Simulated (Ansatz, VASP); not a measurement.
# Cross-check of W2N between VASP and Ansatz, part 2 of 2

Aim: how closely do two programs agree when they are given the same cell, functional and k mesh? Of the first pair: The structure shown is the start of the Ansatz relaxation below; VASP solves that cell, so the two are compared at the walk's first step.

VASP 6.6.1 and Ansatz 0.2.0.

So far. Step 4 (Side by side): The forces differ by 32 meV/Å r.m.s., which is 3.1 % of the r.m.s. force of 1.022 eV/Å (both taken over all components). Where the cell holds vacuum, a pressure given here is an average over it and none of the material. Step 6 (Ansatz: relaxation, PBEsol): This is the run of step 2 again, met here at its other cell.

### Step 7. VASP: single point, PBEsol, relaxed cell, pair 2

Level of this step: PBEsol, no spin polarisation; plane waves and PAW (N, W) (VASP).

The same cell, functional, mesh and smearing now go to VASP, with its own data sets.

Input file INCAR:

```
SYSTEM = W2N
PREC = Accurate
ENCUT = 520
EDIFF = 1E-06
NELM = 120
ISMEAR = 0
SIGMA = 0.1
LREAL = .FALSE.
ALGO = Normal
GGA = PS
NBANDS = 14
LASPH = .TRUE.
LORBIT = 11
LWAVE = .FALSE.
LCHARG = .FALSE.
ISIF = 2
LDIPOL = .TRUE.
IDIPOL = 3
DIPOL = 0.5 0.5 0.35
LVHAR = .TRUE.
GGA_COMPAT = .FALSE.
NELMDL = -8
KPAR = 2
```

Input file POSCAR:

```
W2N
1.0
    2.7609457775      0.0000000000      0.0000000000
   -1.3804728888      2.3910491818      0.0000000000
    0.0000000000      0.0000000000     28.6000000000
N W
1 2
Direct
    0.0000000000      0.0000000000      0.3496503497
    0.3333333333      0.6666666667      0.3996825474
    0.6666666667      0.3333333333      0.2996181519
```

Input file KPOINTS:

```
Automatic mesh
0
Gamma
9 9 1
0 0 0
```

PAW data sets: N and W (PBE family, release 64).

Command:

```console
mpirun -np 2 vasp_std
```

Numbers of over 12 decimals in the logs are rounded to 6 here.

Log:

```text
[banner, memory and clock lines left out]
running    2 mpi-ranks, on    1 nodes
[...]
[... a notice as in an earlier step ...]

 LDA part: xc-table for (Slater+PW92), standard interpolation
 POSCAR, INCAR and KPOINTS ok, starting setup
[...]
entering main loop
       N       E                     dE             d eps       ncg     rms          rms(c)
DAV:   1     0.121234438539E+03    0.12123E+03   -0.55946E+03   336   0.864E+02
DAV:   2    -0.212469529710E+02   -0.14248E+03   -0.13473E+03   592   0.193E+02
DAV:   3    -0.365597445771E+02   -0.15313E+02   -0.15009E+02   468   0.789E+01
DAV:   4    -0.370466688636E+02   -0.48692E+00   -0.48471E+00   494   0.159E+01
[...]
DAV:  24    -0.336168673719E+02   -0.16230E-05   -0.32081E-08   198   0.983E-04    0.443E-04
DAV:  25    -0.336168687737E+02   -0.14018E-05   -0.46678E-08   210   0.829E-04    0.218E-04
DAV:  26    -0.336168691764E+02   -0.40274E-06   -0.13929E-08   186   0.557E-04
   1 F= -.33616869E+02 E0= -.33610456E+02  d E =-.128265E-01
```

OUTCAR, selected parts (step 7):

```text
  Total       -0.4121072     -0.4121072      0.0567684      0.0000000      0.0000000     -0.0000000
  in kB       -3.4971029     -3.4971029      0.4817309      0.0000000      0.0000000     -0.0000000
  external PRESSURE =      -2.1708250 kB  Pullay stress =       0.0000000 kB

 POSITION                                       TOTAL-FORCE (eV/Angst)
 -----------------------------------------------------------------------------------
      0.00000      0.00000     10.00000         0.000000      0.000000     -0.000000
     -0.00000      1.59403     11.43092         0.000000      0.000000      0.029571
      1.38047      0.79702      8.56908        -0.000000      0.000000     -0.029571
 -----------------------------------------------------------------------------------
    total drift:                                0.000000      0.000000     -0.000008

  FREE ENERGIE OF THE ION-ELECTRON SYSTEM (eV)
  ---------------------------------------------------
  free  energy   TOTEN  =       -33.6168691764 eV

  energy  without entropy=      -33.6040426417  energy(sigma->0) =      -33.61045591

[... 1 part as in an earlier step ...]

[... 2 further parts left out ...]
[key lines of the parts left out:]
E-fermi :  -2.7393
```

The run ends at a pressure of -0.22 GPa, with forces up to 0.030 eV/Å.

### Step 8. Differences

What differs besides the data sets and the points named for the pairs above, as far as they apply: the data sets hold 33 valence electrons in Ansatz (on its default PAW (the set named soft_2) files) and 17 in VASP. Total energies have different zeros and are not compared.

The largest component of a force difference here is 30 meV/Å. Where the cell holds vacuum, a pressure given here is an average over it and none of the material.

### Step 9. Ansatz: relaxation, PBEsol

The two programs are compared at the cell with which this relaxation starts, whose forces are those of its first step. This pair takes another cell of the material, with 6 atoms against 3 for the pair before.

The structure compared here is the start of the Ansatz relaxation; VASP solves that cell, so the two are compared at the walk's first step.

Input file input.yaml:

```yaml
crystal:
  lattice:
    - [2.7572366177, 0.0, 0.0]
    - [0.0, 4.7756739104, 0.0]
    - [0.0, 0.0, 28.6]
  atoms:
    - { symbol: "N", position: [0.5, 0.5167255687, 0.3494945819] }
    - { symbol: "N", position: [0.0, -0.0167255687, 0.3498061175] }
    - { symbol: W, position: [0.0, 0.3342573703, 0.3982109666] }
    - { symbol: W, position: [0.5, 0.8324092963, 0.4016097971] }
    - { symbol: W, position: [0.5, 0.1657426297, 0.3010897328] }
    - { symbol: W, position: [1.0, 0.6675907037, 0.2976909023] }
  periodic: [true, true, false]
kpoints:
  mp_grid: { grid: [12, 8, 1] }
hamiltonian:
  xc: pbesol
scf:
  occupations: { method: methfessel_paxton, width: 0.15 }
output:
  forces: true
  stress: true
  eigenvalues: true
  write_density: true
  write_potential: true
  elf: true
  volumetric_format: npy
relax:
  adjacent_minimum: "off"
  f_tol: 0.002
  max_steps: 120
  cell: { stress_2d_tol: 0.005 }
```

Command:

```console
ansatz run input.yaml --threads 8 --pin off --max-ram 14336MiB --backend cpu --events-out ev --progress --plain --runs-dir out
```

Log:

```text
[...]
cell:  # Å, volume = 393.7582 Å³
    - [2.753819, 0, 0]
    - [0, 4.807203, 0]
    - [0, 0, 29.74416078256]
  atoms:
    - { symbol: N, position: [0.5, 0.523896, 0.335808] }
    - { symbol: N, position: [0, -0.023896, 0.336593] }
    - { symbol: W, position: [0, 0.332936, 0.381354] }
    - { symbol: W, position: [0.5, 0.829501, 0.386521] }
    - { symbol: W, position: [0.5, 0.167064, 0.291047] }
    - { symbol: W, position: [1.0, 0.670499, 0.285880] }
[key lines of the parts left out:]
SCF converged after 7 iterations
Free energy (F): -41777.793269 eV
Fermi energy:    -5.445204 eV
P = ½ c Tr σ = 0.0001 N/m
```

### Step 10. VASP: single point, PBEsol, start cell, pair 3

The same cell, functional, mesh and smearing now go to VASP, with its own data sets.

Input file INCAR:

```
SYSTEM = W2N
PREC = Accurate
ENCUT = 520
EDIFF = 1E-06
NELM = 120
ISMEAR = 1
SIGMA = 0.15
LREAL = .FALSE.
ALGO = Normal
GGA = PS
NBANDS = 23
LASPH = .TRUE.
LORBIT = 11
LWAVE = .FALSE.
LCHARG = .FALSE.
ISIF = 2
LDIPOL = .TRUE.
IDIPOL = 3
DIPOL = 0.5 0.5 0.336
LVHAR = .TRUE.
GGA_COMPAT = .FALSE.
NELMDL = -8
KPAR = 2
```

Input file POSCAR:

```
W2N
1.0
    2.7572370000      0.0000000000      0.0000000000
    0.0000000000      4.7756740000      0.0000000000
    0.0000000000      0.0000000000     29.7441610000
N W
2 4
Direct
    0.4999999094      0.5167255973      0.3360506622
    0.9999999094      0.9832744027      0.3363502168
    0.9999999094      0.3342573216      0.3828930996
    0.4999999094      0.8324092055      0.3861611696
    0.4999999094      0.1657426784      0.2895077794
    0.9999999094      0.6675907945      0.2862397094
```

Input file KPOINTS:

```
Automatic mesh
0
Gamma
12 8 1
0 0 0
```

Command:

```console
mpirun -np 2 vasp_std
```

Log:

```text
[banner, memory and clock lines left out]
running    2 mpi-ranks, on    1 nodes
[...]
[... a notice as in an earlier step ...]

 LDA part: xc-table for (Slater+PW92), standard interpolation
 POSCAR, INCAR and KPOINTS ok, starting setup
[...]
entering main loop
       N       E                     dE             d eps       ncg     rms          rms(c)
DAV:   1     0.265224006353E+03    0.26522E+03   -0.11517E+04  1610   0.108E+03
DAV:   2    -0.267043381066E+02   -0.29193E+03   -0.28192E+03  2574   0.235E+02
DAV:   3    -0.715816500387E+02   -0.44877E+02   -0.44101E+02  1988   0.109E+02
DAV:   4    -0.740559432408E+02   -0.24743E+01   -0.24519E+01  2520   0.282E+01
[...]
DAV:  26    -0.672140182574E+02   -0.31187E-05   -0.87400E-08  1379   0.781E-04    0.724E-04
DAV:  27    -0.672140192833E+02   -0.10259E-05   -0.21096E-08  1372   0.477E-04    0.181E-04
DAV:  28    -0.672140201473E+02   -0.86404E-06   -0.21048E-08  1351   0.402E-04
   1 F= -.67214020E+02 E0= -.67214473E+02  d E =0.135968E-02
```

From OUTCAR (step 10):

```text
  Total       -1.1415795     -0.5701980     -0.3068448      0.0000000     -0.0865168      0.0000000
  in kB       -4.6698856     -2.3325223     -1.2552173      0.0000000     -0.3539162      0.0000000
  external PRESSURE =      -2.7525417 kB  Pullay stress =       0.0000000 kB

 POSITION                                       TOTAL-FORCE (eV/Angst)
 -----------------------------------------------------------------------------------
      1.37862      2.46771      9.99555         0.000000     -0.047610     -0.031358
      2.75724      4.69580     10.00446         0.000000      0.047610      0.031358
      2.75724      1.59630     11.38883         0.000000      0.009894     -0.173348
      1.37862      3.97532     11.48604         0.000000     -0.038503      0.077633
      1.37862      0.79153      8.61117         0.000000     -0.009894      0.173348
      2.75724      3.18820      8.51396         0.000000      0.038503     -0.077633
 -----------------------------------------------------------------------------------
    total drift:                                0.000304      0.000040     -0.000024

  FREE ENERGIE OF THE ION-ELECTRON SYSTEM (eV)
  ---------------------------------------------------
  free  energy   TOTEN  =       -67.2140201473 eV

  energy  without entropy=      -67.2153798314  energy(sigma->0) =      -67.21447338

[... 3 further parts left out ...]
[key lines of the parts left out:]
E-fermi :  -2.8046
```

This run has no spin polarisation, so a moment on W, if there is one, isn't seen.

### Step 11. Comparison

What differs besides the data sets and the points named for the pairs above, as far as they apply: the data sets hold 66 valence electrons in Ansatz (on its default PAW (the set named soft_2) files) and 34 in VASP; the cutoff is 420 eV in Ansatz and 520 eV in VASP. Total energies have different zeros and are not compared.

Forces (eV/Å; atoms numbered as in POSCAR):

```
atom         Ansatz x, y, z           VASP x, y, z
  N1  0.000, -0.057, -0.017  0.000, -0.048, -0.031
  N2    0.000, 0.057, 0.017    0.000, 0.048, 0.031
  W3   0.000, 0.008, -0.188   0.000, 0.010, -0.173
  W4   0.000, -0.040, 0.038   0.000, -0.039, 0.078
  W5   0.000, -0.008, 0.188   0.000, -0.010, 0.173
  W6   0.000, 0.040, -0.038   0.000, 0.039, -0.078
```

The forces differ by 15 meV/Å r.m.s., which is 22.8 % of the r.m.s. force of 0.067 eV/Å (both taken over all components). Where the cell holds vacuum, a pressure given here is an average over it and none of the material.

### Step 12. Results

| Property | Result |
| --- | --- |
| r.m.s. force difference (single point, PBEsol, start cell, pair 1) | 3.1 % of the r.m.s. force |
| r.m.s. force difference (single point, PBEsol, relaxed cell, pair 2) | 14 meV/Å |
| r.m.s. force difference (single point, PBEsol, start cell, pair 3) | 15 meV/Å |

The r.m.s. force difference is 15 meV/Å (single point, PBEsol, start cell, pair 3), beyond the 12 meV/Å picked in this series as the mark of a large difference. The data sets hold unlike numbers of valence electrons (33 in Ansatz and 17 in VASP and 66 in Ansatz and 34 in VASP), so part of the differences may come from the potentials. Single point, PBEsol, start cell, pair 1, VASP with the data sets N and W_sv: r.m.s. force difference goes from 32 to 72 meV/Å. What causes the difference of the single point, PBEsol, relaxed cell, pair 2 pair stays open here. What causes the difference of the single point, PBEsol, start cell, pair 3 pair stays open here. 6 further pairs of this series are not shown here. How closely two codes agree says nothing of how well the functional describes the real material.

[Lines on the potential files, build, host, timing and source positions are cut from VASP's logs without a mark.]

[Logs are printed without paths, hosts, clocks, repeated set-up lines and the standing remarks that a program may print on its own settings, such as how far it seeks lower states.]

[Hosts, paths, dates, database ids (printed as entryN), source tags and the programs' standing remarks are cut or masked in the printed files.]
